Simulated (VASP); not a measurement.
Crystal: Cd.

```
Cd
1.0
     2.95847    0.00000    0.00000
    -1.47924    2.56211    0.00000
     0.00000    0.00000    5.88593
Cd
2
Direct
  0.33333 0.66667 0.25000
  0.66667 0.33333 0.75000
```

* Program: VASP 6.6.1
* Task: relaxation of cell and atoms
* Functional: PBE
* Potentials or basis: VASP PAW PBE potentials, release 64 (Cd)
* Cutoff: 600 eV
* k mesh: 18 × 18 × 8
* Occupations: gaussian, width 0.1 eV
* Spin: no spin polarisation

At the start: pressure 2.1 GPa; volume 22.31 Å³/atom.

Question: How do energy, volume and symmetry change on relaxing?

Answer: Over 10 steps the energy falls by 7.6 meV/atom and the volume is 23.00 Å³/atom (+3.1 %); space group P6_3/mmc (No. 194, to 0.05 Å).

The path:
| step | energy change (eV) | largest force (eV/Å) | pressure (GPa) | volume (Å³) |
| --- | --- | --- | --- | --- |
| 1 | 0.0000 | 0.0000 | 2.12 | 44.62 |
| 2 | -0.0143 | 0.0000 | -0.35 | 46.54 |
| 3 | -0.0144 | 0.0000 | -0.13 | 46.34 |
| 4 | -0.0148 | 0.0000 | -0.05 | 46.24 |
| 5 | -0.0150 | 0.0000 | -0.01 | 46.15 |
| 6 | -0.0152 | 0.0000 | 0.06 | 45.99 |
| 7 | -0.0150 | 0.0000 | 0.28 | 45.66 |
| 8 | -0.0152 | 0.0000 | 0.12 | 45.89 |
| 9 | -0.0153 | 0.0000 | -0.03 | 46.02 |
| 10 | -0.0153 | 0.0000 | -0.01 | 46.00 |

Final structure:
```
CELL_PARAMETERS angstrom
3.02248 0.00000 0.00000
-1.51124 2.61754 0.00000
0.00000 0.00000 5.81498
ATOMIC_POSITIONS crystal
Cd 0.33333 0.66667 0.25000
Cd 0.66667 0.33333 0.75000
```
